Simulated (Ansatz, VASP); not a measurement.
## Two plane-wave programs on NiPt

Contents of INCAR:

```
PREC = Accurate ; ENCUT = 520
EDIFF = 1E-6 ; ISMEAR = -1
SIGMA = 0.1 ; LREAL = F
LASPH = T ; NELM = 80
ALGO = Normal ; ISIF = 2
LWAVE = F ; LCHARG = F
NBANDS = 17
```

The input KPOINTS:

```
regular mesh
0
Gamma
  11 11 8
```

POSCAR

```
NiPt
1.0
    2.5770674930      0.0000000000      0.0000000000
    0.0000000000      2.5770674930      0.0000000000
    0.0000000000      0.0000000000      3.4028697507
Ni Pt
1 1
Direct
    0.5000000000      0.5000000000      0.5000000000
    0.0000000000      0.0000000000      0.0000000000
```

Input for Ansatz:

```yaml
crystal:
  lattice:
    - [2.577067493, 0.0, 0.0]
    - [0.0, 2.577067493, 0.0]
    - [0.0, 0.0, 3.4028697507]
  atoms:
    - { symbol: Ni, position: [0.5, 0.5, 0.5] }
    - { symbol: Pt, position: [0.0, 0.0, 0.0] }
kpoints:
  mp_grid: { grid: [11, 11, 8] }
scf:
  occupations: { method: fermi_dirac, width: 0.1 }
hamiltonian:
  xc: lda
  pseudopotentials: { kind: paw }
output:
  forces: true
  stress: true
  eigenvalues: true
```

Change from the starting cell: volume scaled by 0.86, no spin polarisation, PAW files.

Alike in both runs: task single point; functional LDA; k mesh 11 × 11 × 8; occupations fermi-dirac, width 0.1 eV; no spin polarisation.

|  | VASP | Ansatz |
| --- | --- | --- |
| version | VASP 6.6.1 | Ansatz 0.2.0 |
| potentials or method | VASP PAW LDA potentials, release 64 (Ni, Pt) | PAW with Ansatz's default frozen-core files, scalar-relativistic |
| plane-wave cutoff (eV) | 520 | 420 |
| valence electrons in the cell | 20 | 36 |

|  | VASP | Ansatz | Ansatz less VASP |
| --- | --- | --- | --- |
| pressure (GPa) | 35.6 | 35.1 | -0.54 |
| largest component of the traceless stress (GPa) | 2.07 | 1.91 | -0.166 |

The two sets of potentials don't hold the same shells in valence.

Caveats: so large a pressure means that the cell lies far from this level's equilibrium, or that cutoff or potentials fall short (VASP). Spin polarisation is off, so any magnetic state and its effect on volume and gap are missing. The runs have no spin-orbit coupling, so splittings on Pt are missing.
